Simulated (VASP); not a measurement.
Here is the system:

```
CELL_PARAMETERS angstrom
      0.00000     2.89097     2.89097
      2.89097     0.00000     2.89097
      2.89097     2.89097     0.00000
ATOMIC_POSITIONS crystal
  Tl 0.00000 0.00000 0.00000
  As 0.50000 0.50000 0.50000
```

The numbers are results of PBEsol GGA, VASP's PBE PAW potentials (set 64) (plane waves; VASP), not measurements. Run with 400 eV cut-off, Gaussian smearing of 0.050 eV, potentials Tl_d As.

Unless said otherwise, spin-orbit coupling is left out, though it shifts the bands of the heavy elements here.

Problem. Predict the band gap (along the path) with the smallest direct gap where there is one.

Solution. 
* **band gap (along the path)**: none (metal, semimetal or under 0.01 eV)

Total energies compare only between runs with the same potentials, cut-off and functional.

The structure was generated: TlAs was put into the rock salt type (Fm-3m), which need not be its known phase. It was relaxed first.
